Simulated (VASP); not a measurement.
These are r2SCAN meta-GGA, VASP's PBE PAW potentials (set 64) (plane waves; VASP) values and carry that method's errors.

VASP ran on this input.

File POSCAR:
```
Si2W
1
    4.5819152605    -0.0000000097    -0.0000000000
   -2.2909571471     3.9680551352     0.0000000000
    0.0000000000     0.0000000000     6.6082350066
W Si
3 6
Direct
  0.5000000000   1.0000000000   1.0000000000
  0.5000000000   0.5000000000   0.3333330000
  0.0000000000   0.5000000000   0.6666670000
  0.1635917149   0.3271834297   1.0000000000
  0.8364082851   0.1635917149   0.3333330000
  0.6728165703   0.8364082851   0.6666670000
  0.8364082851   0.6728165703   1.0000000000
  0.1635917149   0.8364082851   0.3333330000
  0.3271834297   0.1635917149   0.6666670000
```

### KPOINTS
```
Automatic mesh
0
Gamma
6 6 4
0 0 0
```

File KPOINTS_OPT:
```
k-points along high-symmetry lines
6
Line-mode
Reciprocal
  0.000000   0.000000   0.000000 ! GAMMA
  0.500000   0.000000   0.000000 ! M

  0.500000   0.000000   0.000000 ! M
  0.333333   0.333333   0.000000 ! K

  0.333333   0.333333   0.000000 ! K
  0.000000   0.000000   0.000000 ! GAMMA

  0.000000   0.000000   0.000000 ! GAMMA
  0.000000   0.000000   0.500000 ! A

  0.000000   0.000000   0.500000 ! A
  0.500000   0.000000   0.500000 ! L

  0.500000   0.000000   0.500000 ! L
  0.333333   0.333333   0.500000 ! H

  0.333333   0.333333   0.500000 ! H
  0.000000   0.000000   0.500000 ! A

  0.500000   0.000000   0.500000 ! L
  0.500000   0.000000   0.000000 ! M

  0.333333   0.333333   0.500000 ! H
  0.333333   0.333333   0.000000 ! K
```

INCAR:
```
SYSTEM = Si2W
PREC = Accurate
ENCUT = 400
EDIFF = 1E-7
NELM = 100
ALGO = Normal
LREAL = .FALSE.
LASPH = .TRUE.
ISMEAR = -5
METAGGA = R2SCAN
LMIXTAU = .TRUE.
LMAXMIX = 6
LWAVE = .FALSE.
LCHARG = .FALSE.
LORBIT = 11
NEDOS = 601
ISIF = 2
LEFG = .TRUE.
```

POTCAR, in this order: W_sv Si (PBE.64 set). Program: vasp_std.

Output of the run:

### OSZICAR
```
       N       E                     dE             d eps       ncg     rms          rms(c)
DAV:   1     0.447034398913E+03    0.44703E+03   -0.31943E+04  1726   0.148E+03
DAV:   2    -0.187941488274E+03   -0.63498E+03   -0.62019E+03  1832   0.449E+02
DAV:   3    -0.223193449817E+03   -0.35252E+02   -0.34587E+02  2034   0.967E+01
DAV:   4    -0.224048737273E+03   -0.85529E+00   -0.84949E+00  2020   0.140E+01
DAV:   5    -0.224063036865E+03   -0.14300E-01   -0.14398E-01  1995   0.197E+00    0.473E+01
DAV:   6    -0.212519704497E+03    0.11543E+02   -0.88713E+00  2056   0.235E+01    0.146E+01
DAV:   7    -0.207035418986E+03    0.54843E+01   -0.15482E+00  1890   0.734E+00    0.561E+00
DAV:   8    -0.209380851695E+03   -0.23454E+01   -0.12932E+00  1848   0.710E+00    0.104E+00
DAV:   9    -0.208772649598E+03    0.60820E+00   -0.36304E-01  1843   0.427E+00    0.448E-01
DAV:  10    -0.208775975293E+03   -0.33257E-02   -0.10251E-02  1950   0.541E-01    0.415E-01
DAV:  11    -0.208775855899E+03    0.11939E-03   -0.18821E-04  1995   0.705E-02    0.411E-01
DAV:  12    -0.208776539238E+03   -0.68334E-03   -0.17196E-04  2086   0.629E-02    0.418E-01
DAV:  13    -0.208778291926E+03   -0.17527E-02   -0.15267E-01  2104   0.252E+00    0.116E+00
DAV:  14    -0.208785653430E+03   -0.73615E-02   -0.27491E-02  1898   0.114E+00    0.833E-01
DAV:  15    -0.208786330797E+03   -0.67737E-03   -0.54749E-03  2112   0.395E-01    0.601E-01
DAV:  16    -0.208785971316E+03    0.35948E-03   -0.69555E-04  2159   0.146E-01    0.455E-01
DAV:  17    -0.208785356788E+03    0.61453E-03   -0.19234E-03  2029   0.202E-01    0.196E-01
DAV:  18    -0.208785309542E+03    0.47247E-04   -0.75549E-04  2141   0.122E-01    0.555E-02
DAV:  19    -0.208785340905E+03   -0.31364E-04   -0.23898E-05  2012   0.296E-02    0.440E-02
DAV:  20    -0.208785328589E+03    0.12316E-04   -0.62753E-05  2009   0.372E-02    0.163E-02
DAV:  21    -0.208785332015E+03   -0.34259E-05   -0.25512E-06  1974   0.896E-03    0.131E-02
DAV:  22    -0.208785328131E+03    0.38844E-05   -0.13930E-07  1226   0.261E-03    0.134E-02
DAV:  23    -0.208785330067E+03   -0.19367E-05   -0.18888E-06  1870   0.626E-03    0.499E-03
DAV:  24    -0.208785327652E+03    0.24149E-05   -0.14773E-06  1787   0.589E-03    0.967E-04
DAV:  25    -0.208785327942E+03   -0.28958E-06   -0.81475E-08  1162   0.155E-03    0.154E-03
DAV:  26    -0.208785327400E+03    0.54182E-06   -0.16660E-08  1057   0.823E-04    0.550E-04
DAV:  27    -0.208785327497E+03   -0.97184E-07   -0.34514E-09  1015   0.349E-04
   1 F= -.20878533E+03 E0= -.20878533E+03  d E =0.000000E+00
       N       E                     dE             ncg
       N       E                     dE             ncg
       N       E                     dE             ncg
```

**OUTCAR**
```
------------------------ aborting loop because EDIFF is reached ----------------------------------------
  FORCE on cell =-STRESS in cart. coord.  units (eV):
  Direction    XX          YY          ZZ          XY          YZ          ZX
  --------------------------------------------------------------------------------------
  Total       -0.0204597     -0.0204597      0.1916057     -0.0000000      0.0000000      0.0000000
  in kB       -0.2728346     -0.2728347      2.5551057     -0.0000000      0.0000000      0.0000000
  external PRESSURE =       0.6698121 kB  Pullay stress =       0.0000000 kB
  volume of cell :      120.15
      direct lattice vectors                 reciprocal lattice vectors
     4.581915260 -0.000000010  0.000000000     0.218249344  0.126006287  0.000000000
    -2.290957147  3.968055135  0.000000000     0.000000001  0.252012628  0.000000000
     0.000000000  0.000000000  6.608235007     0.000000000  0.000000000  0.151326337
 POSITION                                       TOTAL-FORCE (eV/Angst)
 -----------------------------------------------------------------------------------
      2.29096     -0.00000      0.00000        -0.000000     -0.000000      0.000000
      1.14548      1.98403      2.20274        -0.000000     -0.000000     -0.000000
     -1.14548      1.98403      4.40549        -0.000000     -0.000000     -0.000000
      0.00000      1.29828      0.00000        -0.000000     -0.013364      0.000000
      3.45757      0.64914      2.20274         0.011574     -0.006682      0.000000
      1.16661      3.31891      4.40549         0.011574      0.006682      0.000000
      2.29096      2.66977      0.00000         0.000000      0.013364      0.000000
     -1.16661      3.31891      2.20274        -0.011574      0.006682      0.000000
      1.12435      0.64914      4.40549        -0.011574     -0.006682      0.000000
 -----------------------------------------------------------------------------------
    total drift:                               -0.000000      0.000000      0.003495
  FREE ENERGIE OF THE ION-ELECTRON SYSTEM (eV)
  ---------------------------------------------------
  free  energy   TOTEN  =      -208.7853274974 eV

  energy  without entropy=     -208.7853274974  energy(sigma->0) =     -208.78532750

 total charge

# of ion       s       p       d       tot
------------------------------------------
    1        2.293   6.309   3.628  12.230
    2        2.293   6.309   3.628  12.230
    3        2.293   6.309   3.628  12.230
    4        0.723   0.902   0.000   1.625
    5        0.723   0.902   0.000   1.625
    6        0.723   0.902   0.000   1.625
    7        0.723   0.902   0.000   1.625
    8        0.723   0.902   0.000   1.625
    9        0.723   0.902   0.000   1.625
--------------------------------------------------
tot         11.217  24.339  10.884  46.440
```
(Selected blocks of OUTCAR.)

The structure was generated: Si2W was put into the CrSi2 type (P6_222), which need not be its known phase. It was relaxed first.
